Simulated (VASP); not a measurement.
K has the cubic space group Im-3m (No. 229), the bcc (W type) structure, Pearson symbol cI2. Lattice parameters: a = b = c = 5.2013 Å, α = β = γ = 90.00°. K on 2a is coordinated by 8 K at 4.504 Å and 6 K at 5.201 Å. (Neighbours: up to the widest gap in distance over summed covalent radii, below 1.35, at either atom.)
(The calculation used a cell of 1 atom; values per cell refer to that cell.)

All values below come from optB86b-vdW, VASP's PBE PAW potentials (set 64) (plane waves; VASP). Numerical set-up: 520 eV cut-off, 10×10×10 Γ-centred mesh, first-order Methfessel-Paxton smearing of 0.10 eV, potentials K_sv.

**Question.** Give the energy at these volumes per atom, relative to the lowest: 65.88, 67.99, 70.09, 72.19, 74.29 Å³.

**Answer.** 3.7, 1.0, 0.0, 0.5, 2.4 meV/atom. A third-order Birch-Murnaghan fit gives B0 = 3.8 GPa and B0′ = 3.7.

Measured: bulk modulus 3.8 GPa at 0 K (computed value off by +1.3 %), as given by H. Levämäki et al., Physical Review B (2014), arXiv:1402.3671 [corrected for temperature and zero-point phonon effects]; a 5.212 Å at 0 K (computed value off by -0.2 %), as given by Gábor I. Csonka et al., Physical Review B (2009), arXiv:0903.4037 [low-temperature or extrapolated to 0 K; zero-point anharmonic expansion removed].

The compound is K in the bcc structure. It was relaxed first.
